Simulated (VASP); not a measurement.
Consider the following.

```
AlCo
1.0
    0.00000     2.66760     2.66760
    2.66760     0.00000     2.66760
    2.66760     2.66760     0.00000
Co Al
1 1
Direct
  0.00000   0.00000   0.00000
  0.50000   0.50000   0.50000
```
Starting moments (μB, in the order of the record's atoms Co Al): 3.0 0.0.

Method: r2SCAN meta-GGA, VASP's PBE PAW potentials (set 64) (plane waves; VASP). Settings: 400 eV cut-off, 11×11×11 Γ-centred mesh, first-order Methfessel-Paxton smearing of 0.10 eV, potentials Co Al.

Energy and stress use the plane-wave basis of the starting cell.

Question: The ions, cell shape and volume are relaxed. Give the cell that the relaxation ends in.

Answer: 
```
AlCo
1.0
    0.00000     2.38157     2.38157
    2.38157     0.00000     2.38157
    2.38157     2.38157     0.00000
Co Al
1 1
Direct
  0.00000   0.00000   0.00000
  0.50000   0.50000   0.50000
```
Space group Fm-3m (225), at a tolerance of 0.03 Å. The cell ends with 0.74 μB, on the sites 0.80 -0.02 μB.

Question: How do energy and volume change from the first to the last step?

Answer: The energy (σ→0) changes by -407.7 meV/atom and the volume by -28.8 %, in 15 ionic steps.

```tsv
step	E(σ→0) (eV)	max force (eV/Å)	pressure (GPa)	volume (Å³)
1	-18.2838	0.000	-16.73	37.97
2	-19.0846	0.000	-4.46	28.08
3	-19.0991	0.000	0.29	26.93
4	-19.0988	0.000	-0.60	27.13
5	-19.0989	0.000	-0.58	27.12
6	-19.0989	0.000	-0.60	27.11
7	-19.0989	0.000	-0.37	27.11
8	-19.0989	0.000	-0.36	27.11
9	-19.0989	0.000	-0.19	27.11
10	-19.0989	0.000	-0.47	27.11
11	-19.0989	0.000	-0.47	27.10
12	-19.0989	0.000	-0.47	27.10
13	-19.0990	0.000	-0.47	27.09
14	-19.0990	0.000	-0.29	27.06
15	-19.0991	0.000	0.02	27.02
```

The structure was generated: CoAl was put into the rock salt type (Fm-3m), which need not be its known phase. This run relaxes it. Symmetry was kept, so distortions that lower it aren't found.
